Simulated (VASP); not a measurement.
A convergence study with VASP on Ge (diamond): a few settings are varied, all else stays as given below, so the limit is that of these other settings.

```
CELL_PARAMETERS angstrom
      0.00000     2.82900     2.82900
      2.82900     0.00000     2.82900
      2.82900     2.82900     0.00000
ATOMIC_POSITIONS crystal
  Ge 0.00000 0.00000 0.00000
  Ge 0.25000 0.25000 0.25000
```

The numbers are results of PBEsol GGA, VASP's PBE PAW potentials (set 64) (plane waves; VASP), not measurements. The last row used: 550 eV cut-off, 15×15×15 Γ-centred mesh, second-order Methfessel-Paxton smearing of 0.40 eV, potentials Ge_d.

```json
[
 {"setting": "ISMEAR = -1, SIGMA = 0.01, 4×4×4 mesh", "E (eV/atom)": "-4.8018", "pressure (GPa)": "1.34", "irreducible k-points": "8"},
 {"setting": "ISMEAR = -1, SIGMA = 0.1, 4×4×4 mesh", "E (eV/atom)": "-4.8036", "pressure (GPa)": "1.40", "irreducible k-points": "8"},
 {"setting": "ISMEAR = 0, SIGMA = 0.01, 4×4×4 mesh", "E (eV/atom)": "-4.8017", "pressure (GPa)": "1.41", "irreducible k-points": "8"},
 {"setting": "ISMEAR = 0, SIGMA = 0.2, 4×4×4 mesh", "E (eV/atom)": "-4.8031", "pressure (GPa)": "1.40", "irreducible k-points": "8"},
 {"setting": "ISMEAR = 1, SIGMA = 0.05, 4×4×4 mesh", "E (eV/atom)": "-4.8018", "pressure (GPa)": "1.33", "irreducible k-points": "8"},
 {"setting": "ISMEAR = 1, SIGMA = 0.2, 4×4×4 mesh", "E (eV/atom)": "-4.8022", "pressure (GPa)": "1.39", "irreducible k-points": "8"},
 {"setting": "ISMEAR = 2, SIGMA = 0.05, 4×4×4 mesh", "E (eV/atom)": "-4.8018", "pressure (GPa)": "1.36", "irreducible k-points": "8"},
 {"setting": "ISMEAR = 2, SIGMA = 0.2, 4×4×4 mesh", "E (eV/atom)": "-4.8020", "pressure (GPa)": "1.36", "irreducible k-points": "8"},
 {"setting": "ISMEAR = -1, SIGMA = 0.01, 9×9×9 mesh", "E (eV/atom)": "-4.9339", "pressure (GPa)": "0.58", "irreducible k-points": "35"},
 {"setting": "ISMEAR = -1, SIGMA = 0.2, 9×9×9 mesh", "E (eV/atom)": "[?]", "pressure (GPa)": "[?]", "irreducible k-points": "35"},
 {"setting": "ISMEAR = 0, SIGMA = 0.01, 9×9×9 mesh", "E (eV/atom)": "-4.9339", "pressure (GPa)": "0.59", "irreducible k-points": "35"},
 {"setting": "ISMEAR = 0, SIGMA = 0.4, 9×9×9 mesh", "E (eV/atom)": "-4.9335", "pressure (GPa)": "0.68", "irreducible k-points": "35"},
 {"setting": "ISMEAR = 1, SIGMA = 0.05, 9×9×9 mesh", "E (eV/atom)": "-4.9339", "pressure (GPa)": "0.58", "irreducible k-points": "35"},
 {"setting": "ISMEAR = 1, SIGMA = 0.4, 9×9×9 mesh", "E (eV/atom)": "-4.9338", "pressure (GPa)": "0.61", "irreducible k-points": "35"},
 {"setting": "ISMEAR = 2, SIGMA = 0.05, 9×9×9 mesh", "E (eV/atom)": "-4.9339", "pressure (GPa)": "0.58", "irreducible k-points": "35"},
 {"setting": "ISMEAR = 2, SIGMA = 0.4, 9×9×9 mesh", "E (eV/atom)": "-4.9337", "pressure (GPa)": "0.58", "irreducible k-points": "35"},
 {"setting": "ISMEAR = -1, SIGMA = 0.05, 15×15×15 mesh", "E (eV/atom)": "-4.9370", "pressure (GPa)": "0.59", "irreducible k-points": "120"},
 {"setting": "ISMEAR = -1, SIGMA = 0.2, 15×15×15 mesh", "E (eV/atom)": "-4.9352", "pressure (GPa)": "0.68", "irreducible k-points": "120"},
 {"setting": "ISMEAR = 0, SIGMA = 0.1, 15×15×15 mesh", "E (eV/atom)": "-4.9370", "pressure (GPa)": "0.59", "irreducible k-points": "120"},
 {"setting": "ISMEAR = 0, SIGMA = 0.4, 15×15×15 mesh", "E (eV/atom)": "[?]", "pressure (GPa)": "[?]", "irreducible k-points": "120"},
 {"setting": "ISMEAR = 1, SIGMA = 0.1, 15×15×15 mesh", "E (eV/atom)": "-4.9370", "pressure (GPa)": "0.58", "irreducible k-points": "120"},
 {"setting": "ISMEAR = 1, SIGMA = 0.4, 15×15×15 mesh", "E (eV/atom)": "-4.9373", "pressure (GPa)": "0.61", "irreducible k-points": "120"},
 {"setting": "ISMEAR = 2, SIGMA = 0.1, 15×15×15 mesh", "E (eV/atom)": "-4.9370", "pressure (GPa)": "0.58", "irreducible k-points": "120"},
 {"setting": "ISMEAR = 2, SIGMA = 0.4, 15×15×15 mesh", "E (eV/atom)": "-4.9370", "pressure (GPa)": "0.60", "irreducible k-points": "120"}
]
```

Problem. Fill in the missing entries.

Solution. 
- ISMEAR = 0, SIGMA = 0.4, 15×15×15 mesh, E (eV/atom): -4.9366
- ISMEAR = 0, SIGMA = 0.4, 15×15×15 mesh, pressure (GPa): 0.65
- ISMEAR = -1, SIGMA = 0.2, 9×9×9 mesh, E (eV/atom): -4.9325
- ISMEAR = -1, SIGMA = 0.2, 9×9×9 mesh, pressure (GPa): 0.71

Left out are rungs that failed or repeat a setting and relaxations that didn't move; long series are thinned to 24 rows.

The compound is Ge in the diamond structure. The cell was not relaxed at this level.
